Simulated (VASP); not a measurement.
Energy against volume of CaO (rock salt). These are MS2 meta-GGA, VASP's PBE PAW potentials (set 64) (plane waves; VASP) values and carry that method's errors. Numerical set-up: 520 eV cut-off, 9×9×9 Γ-centred mesh, Gaussian smearing of 0.050 eV, potentials Ca_sv O.

```tsv
V (Å³/atom)	E (eV/atom)
13.147	-10.24029
13.567	-10.25661
13.986	-10.26186
14.406	-10.25788
```

### Question
Fit these four points and predict the energy of the run at 14.825 Å³/atom.

### Answer
A cubic in V^(−2/3), the third-order Birch-Murnaghan form, passes through the four points with V0 = 14.00 Å³/atom and B0 = 117 GPa, and gives -10.2462 eV/atom there. The run gave -10.2462 eV/atom, -0.0 meV/atom from the fit; all five points give B0 = 117 GPa.

The compound is CaO in the rock salt structure. It was relaxed first.
